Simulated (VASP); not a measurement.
```
CELL_PARAMETERS angstrom
     -2.69849     2.69849     5.39559
      2.69849    -2.69849     5.39559
      2.69849     2.69849    -5.39559
ATOMIC_POSITIONS crystal
  Zn 0.00000 0.00000 0.00000
  Cu 0.25000 0.75000 0.50000
  Cu 0.75000 0.25000 0.50000
  Sn 0.50000 0.50000 0.00000
  S  0.89122 0.37530 0.00000
  S  0.62470 0.62470 0.51592
  S  0.37530 0.89122 0.00000
  S  0.10878 0.10878 0.48408
```

All values below come from LDA (Ceperley-Alder, Perdew-Zunger), VASP's LDA PAW potentials (set 64) (plane waves; VASP). Settings: 300 eV cut-off, 5×5×5 Γ-centred mesh, Gaussian smearing of 0.10 eV, potentials Zn Cu Sn_d S.

At this cut-off the stress carries a Pulay error, which pulls relaxed volumes low. Energy and stress use the plane-wave basis of the starting cell.

The ions, cell shape and volume are relaxed. Predict the relaxed structure.

```
CELL_PARAMETERS angstrom
     -2.65560     2.65560     5.32048
      2.65560    -2.65560     5.32048
      2.65560     2.65560    -5.32048
ATOMIC_POSITIONS crystal
  Zn 0.00000 0.00000 0.00000
  Cu 0.25000 0.75000 0.50000
  Cu 0.75000 0.25000 0.50000
  Sn 0.50000 0.50000 0.00000
  S  0.89503 0.37509 0.00000
  S  0.62491 0.62491 0.51994
  S  0.37509 0.89503 0.00000
  S  0.10497 0.10497 0.48006
```
Space group I-42m (121), at a tolerance of 0.03 Å.

How do energy and volume change from the first to the last step?

The energy (σ→0) changes by -12.6 meV/atom and the volume by -4.5 %, in 7 ionic steps.

```json
[
 {"step": "1", "E(σ→0) (eV)": "-38.3414", "max force (eV/Å)": "0.200", "pressure (GPa)": "-3.79", "volume (Å³)": "157.16"},
 {"step": "2", "E(σ→0) (eV)": "-38.4137", "max force (eV/Å)": "0.243", "pressure (GPa)": "2.21", "volume (Å³)": "146.83"},
 {"step": "3", "E(σ→0) (eV)": "-38.4340", "max force (eV/Å)": "0.228", "pressure (GPa)": "0.14", "volume (Å³)": "149.97"},
 {"step": "4", "E(σ→0) (eV)": "-38.4407", "max force (eV/Å)": "0.093", "pressure (GPa)": "0.10", "volume (Å³)": "149.91"},
 {"step": "5", "E(σ→0) (eV)": "-38.4420", "max force (eV/Å)": "0.012", "pressure (GPa)": "0.06", "volume (Å³)": "149.88"},
 {"step": "6", "E(σ→0) (eV)": "-38.4420", "max force (eV/Å)": "0.012", "pressure (GPa)": "0.08", "volume (Å³)": "149.88"},
 {"step": "7", "E(σ→0) (eV)": "-38.4420", "max force (eV/Å)": "0.004", "pressure (GPa)": "-0.06", "volume (Å³)": "150.08"}
]
```

The structure comes from a computed database's ZnCu2SnS4 entry (I-42m); how it stands against other phases isn't given here. This run relaxes it. Symmetry was kept, so distortions that lower it aren't found. The run is one of a series of settings (EDIFFG = -0.01, IBRION = 2, ISIF = 3, NSW = 50 against the base run), some of them coarse on purpose.
